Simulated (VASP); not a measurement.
# Mg2CdS3: relaxation of cell and atoms with PBE

Mg2CdS3:

```
Mg Cd S
1.0
     6.34263    0.00000    0.00000
    -3.17131    5.49288    0.00000
     0.00000    0.00000    3.66064
Mg Cd S
2 1 3
Direct
  0.33333 0.66667 0.50000
  0.66667 0.33333 0.50000
  0.00000 0.00000 0.50000
  0.50000 0.50000 0.00000
  0.50000 0.00000 0.00000
  0.00000 0.50000 0.00000
```

The cell was built by a generator and needn't be a form met in nature.

```yaml
Program: VASP 6.6.1
Task: relaxation of cell and atoms
Functional: PBE
Potentials_or_basis: VASP PAW PBE potentials, release 64 (Mg, Cd, S)
Cutoff: 520 eV
k_mesh: 3 × 3 × 4
Occupations: gaussian, width 0.15 eV
Spin: no spin polarisation
Further_INCAR_settings: PREC = Normal; ALGO = Fast; EDIFF = 0.0001; IBRION = 2; EDIFFG = -0.08; NSW = 24; ISIF = 3
```

```
Relaxed volume                         : 21.73 Å³/atom
Relaxed cell                           : a = 6.542 Å, b = 6.542 Å, c = 3.517 Å, α = 90.00°, β = 90.00°, γ = 120.00°
Space group after relaxing (to 0.05 Å) : P6/mmm (No. 191)
Energy gained by relaxing              : 13.2 meV/atom
Ionic steps                            : 4
Pressure after relaxing                : -0.1 GPa
Band gap on the k mesh                 : none (metal or under the smearing width)
```

Stress tensor (GPa, compression positive):
```
-0.06  0.00  0.00
 0.00 -0.06  0.00
 0.00  0.00 -0.31
```

The path:
```
step  energy change (eV)  largest force (eV/Å)  pressure (GPa)  volume (Å³)
   1              0.0000                0.0000           -0.03       127.53
   2             -0.0503                0.0000            0.40       127.44
   3             -0.0692                0.0000            1.04       127.24
   4             -0.0789                0.0000           -0.14       130.37
```

Final structure:
```
Mg Cd S
1.0
     6.54214    0.00000    0.00000
    -3.27107    5.66566    0.00000
     0.00000    0.00000    3.51734
Mg Cd S
2 1 3
Direct
  0.33333 0.66667 0.50000
  0.66667 0.33333 0.50000
  0.00000 0.00000 0.50000
  0.50000 0.50000 0.00000
  0.50000 0.00000 0.00000
  0.00000 0.50000 0.00000
```

Levels at points of the mesh, in eV from the Fermi level:
| k point | band 14 | band 15 | band 16 | band 17 | band 18 | band 19 | band 20 | band 21 |
| --- | --- | --- | --- | --- | --- | --- | --- | --- |
| (0.00, 0.00, 0.00) | -0.49 | -0.49 | -0.22 | -0.22 | -0.05 | 3.40 | 5.44 | 5.45 |
| (0.00, 0.00, 0.50) | -2.51 | 0.26 | 0.26 | 0.37 | 0.68 | 1.56 | 1.80 | 2.39 |

It took 40 s on 1 thread of Intel(R) Xeon(R) Platinum 8259CL CPU @ 2.50GHz (Skylake/Cascade Lake), with other jobs on the host, peak memory 0.18 GiB.

Caveat: the k mesh is coarse (spacing up to 0.43 Å⁻¹), so the values aren't converged; the relaxation stopped at a loose force limit of 0.08 eV/Å, so its end isn't a converged minimum.
